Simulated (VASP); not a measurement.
Consider the following.

```yaml
crystal:
  lattice:
    - [0.00000, 2.79568, 2.79568]
    - [2.79568, 0.00000, 2.79568]
    - [2.79568, 2.79568, 0.00000]
  atoms:
    - { symbol: Ca, position: [0.00000, 0.00000, 0.00000] }
    - { symbol: F, position: [0.25000, 0.25000, 0.25000] }
    - { symbol: F, position: [0.75000, 0.75000, 0.75000] }
```

These are revPBE GGA, VASP's PBE PAW potentials (set 64) (plane waves; VASP 6.6.1) values and carry that method's errors. Settings: 520 eV cut-off, 7×7×7 Γ-centred mesh, Gaussian smearing of 0.050 eV, potentials Ca_sv F.

What does the run give for the energy per atom (σ→0)?

| Quantity | Result |
|---|---|
| energy per atom (σ→0) | -5.522 eV/atom |

Total energies compare only between runs with the same potentials, cut-off and functional.

The compound is CaF2 in the fluorite structure. It was relaxed first, which changed the volume by +7 %.
